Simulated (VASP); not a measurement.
Here is the system:

```xyz
2
Lattice="0.0000 3.2022 3.2022 3.2022 0.0000 3.2022 3.2022 3.2022 0.0000" Properties=species:S:1:pos:R:3 pbc="T T T"
Sn     0.0000     0.0000     0.0000
Te     3.2022     3.2022     3.2022
```

Computed with PBE GGA, VASP's PBE PAW potentials (set 64) (plane waves; VASP). Settings: 480 eV cut-off, 8×8×8 Γ-centred mesh, Gaussian smearing of 0.050 eV, potentials Sn_d Te.

Energy and stress use the plane-wave basis of the starting cell.

**Question.** The ions, cell shape and volume at an external pressure of 1.0 GPa are relaxed. Give the cell that the relaxation ends in.

**Answer.** 
```xyz
2
Lattice="0.0000 3.1797 3.1797 3.1797 0.0000 3.1797 3.1797 3.1797 0.0000" Properties=species:S:1:pos:R:3 pbc="T T T"
Sn     0.0000     0.0000     0.0000
Te     3.1797     3.1797     3.1797
```
Space group Fm-3m (225), at a tolerance of 0.03 Å.

**Question.** How do energy and volume change from the first to the last step?

**Answer.** The energy (σ→0) changes by +2.4 meV/atom and the volume by -2.1 %, in 3 ionic steps.

The compound is SnTe in the rock salt structure, which distorts at low temperature. This run relaxes it under an external pressure of 1 GPa. Symmetry was kept, so distortions that lower it aren't found.
